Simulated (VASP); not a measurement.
Be2CdS3: elastic constants with PBE

Be2CdS3:

```xyz
12
Lattice="5.5237 -3.1933 0.0000 5.5237 3.1933 0.0000 0.0000 0.0000 5.9756" Properties=species:S:1:pos:R:3 pbc="T T T"
Be    3.6098   -1.0108    0.0259
Be    7.4375   -1.0108    0.0259
Be    7.4375    1.0108    3.0137
Be    3.6098    1.0108    3.0137
Cd    5.5237    2.0543    5.9724
Cd    5.5237   -2.0543    2.9846
S     7.6540    0.9189    5.1455
S     3.3933    0.9189    5.1455
S     5.5237   -1.8057    5.5268
S     3.3933   -0.9189    2.1577
S     7.6540   -0.9189    2.1577
S     5.5237    1.8057    2.5390
```

The cell was built by a generator and needn't be a form met in nature.

```
Program                   : VASP 6.6.1
Task                      : elastic constants
Functional                : PBE
Potentials or basis       : VASP PAW PBE potentials, release 64 (Be, Cd, S)
Cutoff                    : 520 eV
k mesh                    : 4 × 4 × 4
Occupations               : gaussian, width 0.03 eV
Spin                      : no spin polarisation
Ions in elastic constants : relaxed
Further INCAR settings    : ALGO = Normal; EDIFF = 1e-08; IBRION = 6; POTIM = 0.015; NSW = 1; ISIF = 3
```

```
Voigt bulk modulus                                      : 78 GPa
Highest phonon frequency at Γ, LO-TO splitting left out : 540 cm⁻¹
```

Phonon frequencies in cm⁻¹ (negative: imaginary):
| q point | frequencies |
| --- | --- |
| (0.000, 0.000, 0.000) | 0 0 0 72 73 87 116 131 141 190 193 247 248 250 252 271 276 279 280 306 311 316 318 339 472 475 478 486 496 496 506 517 531 532 537 540 |

Elastic tensor in Voigt notation (GPa, in the Cartesian axes of the cell as first typed):
```
137  54  42   0   0   0
 54 141  40   0   0   0
 42  40 148   0   0   0
  0   0   0  38   0   0
  0   0   0   0  35   0
  0   0   0   0   0  40
```

Clamped-ion elastic tensor (GPa):
```
162  42  33   0   0   0
 42 163  30   0   0   0
 33  30 175   0   0   0
  0   0   0  43   0   0
  0   0   0   0  42   0
  0   0   0   0   0  57
```

It took 19 min on 8 MPI ranks on Intel(R) Xeon(R) Platinum 8488C (Sapphire Rapids), with other jobs on the host, peak memory 0.69 GiB a rank.
